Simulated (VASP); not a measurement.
These are PBE GGA with D3 dispersion (Becke-Johnson damping), VASP's PBE PAW potentials (set 64) (plane waves; VASP 6.6.1) values and carry that method's errors.

VASP input:

**POSCAR**
```
Na
1.0
 -2.1300000000   2.1300000000   2.1300000000
  2.1300000000  -2.1300000000   2.1300000000
  2.1300000000   2.1300000000  -2.1300000000
Na
1
Direct
  0.0000000000   0.0000000000   0.0000000000
```

**INCAR**
```
ALGO = Normal
EDIFF = 1E-6
EDIFFG = -0.01
ENCUT = 520
GGA = PE
IBRION = 2
ISIF = 3
ISMEAR = 1
IVDW = 12
LASPH = .True.
LCHARG = .False.
LREAL = .False.
LWAVE = .False.
NELM = 100
NSW = 60
PREC = Accurate
SIGMA = 0.1
SYSTEM = Na
```

KPOINTS:
```
Automatic mesh
0
Gamma
11 11 11
0 0 0
```

POTCAR, in this order: Na_pv (PBE.64 set). Program: vasp_std.

What VASP printed:

**OUTCAR**
```
 ion  position               nearest neighbor table
   1  0.000  0.000  0.000-
  LATTYP: Found a body centered cubic cell.
 ALAT       =     4.2600000000
 Subroutine PRICEL returns:
 Original cell was already a primitive cell.
 Subroutine GETGRP returns: Found 48 space group operations
The static configuration has the point symmetry O_h .
The dynamic configuration has the point symmetry O_h .
 Subroutine INISYM returns: Found 48 space group operations
 Subroutine IBZKPT returns following result:
 Found     56 irreducible k-points:

 Following reciprocal coordinates:
            Coordinates               Weight
  0.000000  0.000000  0.000000      1.000000
  0.090909  0.000000  0.000000     12.000000
  0.181818  0.000000  0.000000     12.000000
  0.272727  0.000000  0.000000     12.000000
  0.363636  0.000000  0.000000     12.000000
  0.454545  0.000000  0.000000     12.000000
  0.090909  0.090909  0.000000     24.000000
  0.181818  0.090909  0.000000     48.000000
  0.272727  0.090909  0.000000     48.000000
  0.363636  0.090909  0.000000     48.000000
...
```

**OSZICAR**
```
       N       E                     dE             d eps       ncg     rms          rms(c)
DAV:   1     0.208740595355E+02    0.20874E+02   -0.38858E+03   784   0.815E+02
DAV:   2    -0.889683125418E+00   -0.21764E+02   -0.21757E+02   812   0.140E+02
DAV:   3    -0.130894877668E+01   -0.41927E+00   -0.41927E+00  1043   0.280E+01
DAV:   4    -0.131257932952E+01   -0.36306E-02   -0.36306E-02  1008   0.228E+00
DAV:   5    -0.131262177545E+01   -0.42446E-04   -0.42446E-04   966   0.204E-01    0.203E-01
DAV:   6    -0.131232555298E+01    0.29622E-03   -0.54817E-04   987   0.374E-01    0.137E-01
DAV:   7    -0.131212173743E+01    0.20382E-03   -0.11301E-03   840   0.450E-01    0.157E-02
DAV:   8    -0.131211382597E+01    0.79115E-05   -0.49617E-05  1022   0.159E-01    0.230E-03
DAV:   9    -0.131211413330E+01   -0.30732E-06   -0.18727E-07   476   0.647E-03
   1 F= -.14602321E+01 E0= -.14601229E+01  d E =-.146023E+01
       N       E                     dE             d eps       ncg     rms          rms(c)
DAV:   1    -0.135699850851E+01   -0.44885E-01   -0.13661E+00   784   0.259E+01    0.144E+00
DAV:   2    -0.132476626375E+01    0.32232E-01   -0.40780E-02   784   0.438E+00    0.722E-01
DAV:   3    -0.131455832513E+01    0.10208E-01   -0.18228E-02   798   0.282E+00    0.776E-02
DAV:   4    -0.131384839183E+01    0.70993E-03   -0.57266E-04   784   0.569E-01    0.538E-03
DAV:   5    -0.131384023461E+01    0.81572E-05   -0.78580E-06   924   0.665E-02    0.211E-03
DAV:   6    -0.131383950686E+01    0.72775E-06   -0.58920E-07   420   0.195E-02
   2 F= -.14667403E+01 E0= -.14666247E+01  d E =-.650828E-02
       N       E                     dE             d eps       ncg     rms          rms(c)
DAV:   1    -0.172023181751E+01   -0.40639E+00   -0.12201E+01   784   0.740E+01    0.451E+00
DAV:   2    -0.140815178832E+01    0.31208E+00   -0.43241E-01   784   0.145E+01    0.223E+00
DAV:   3    -0.131345879565E+01    0.94693E-01   -0.15973E-01   784   0.843E+00    0.286E-01
DAV:   4    -0.130657536947E+01    0.68834E-02   -0.36554E-03   812   0.147E+00    0.171E-02
DAV:   5    -0.130643247989E+01    0.14289E-03   -0.35247E-04   826   0.445E-01    0.785E-03
DAV:   6    -0.130642926155E+01    0.32183E-05   -0.48760E-06   875   0.352E-02    0.446E-04
DAV:   7    -0.130642908613E+01    0.17542E-06   -0.36062E-07   413   0.131E-02
   3 F= -.14750510E+01 E0= -.14749195E+01  d E =-.148189E-01
```

### OUTCAR
```
------------------------ aborting loop because EDIFF is reached ----------------------------------------
 Edisp (eV)   -0.16862
  FORCE on cell =-STRESS in cart. coord.  units (eV):
  Direction    XX          YY          ZZ          XY          YZ          ZX
  --------------------------------------------------------------------------------------
  Total       0.00471     0.00471     0.00471    -0.00000    -0.00000     0.00000
  in kB       0.22330     0.22330     0.22330    -0.00000    -0.00000     0.00000
  external pressure =        0.22 kB  Pullay stress =        0.00 kB
  volume of cell :       33.78
      direct lattice vectors                 reciprocal lattice vectors
    -2.036440867  2.036440867  2.036440867     0.000000000  0.245526403  0.245526403
     2.036440867 -2.036440867  2.036440867     0.245526403  0.000000000  0.245526403
     2.036440867  2.036440867 -2.036440867     0.245526403  0.245526403  0.000000000
 POSITION                                       TOTAL-FORCE (eV/Angst)
 -----------------------------------------------------------------------------------
     -0.00000      0.00000      0.00000        -0.000000      0.000000     -0.000000
 -----------------------------------------------------------------------------------
    total drift:                                0.000000     -0.000000      0.000000
  FREE ENERGIE OF THE ION-ELECTRON SYSTEM (eV)
  ---------------------------------------------------
  free  energy   TOTEN  =        -1.4750509900 eV

  energy  without entropy=       -1.4746564877  energy(sigma->0) =       -1.47491949

 reached required accuracy - stopping structural energy minimisation
```
(Selected blocks of OUTCAR.)

### CONTCAR
```
Na
   1.00000000000000
    -2.0364408668152585    2.0364408668152585    2.0364408668152585
     2.0364408668152585   -2.0364408668152585    2.0364408668152585
     2.0364408668152585    2.0364408668152585   -2.0364408668152585
  Na
     1
Direct
     0.0000000000000000    0.0000000000000000    0.0000000000000000
```

Energy and stress use the plane-wave basis of the starting cell.

The compound is Na in the bcc structure. This run relaxes it. Symmetry was kept, so distortions that lower it aren't found.
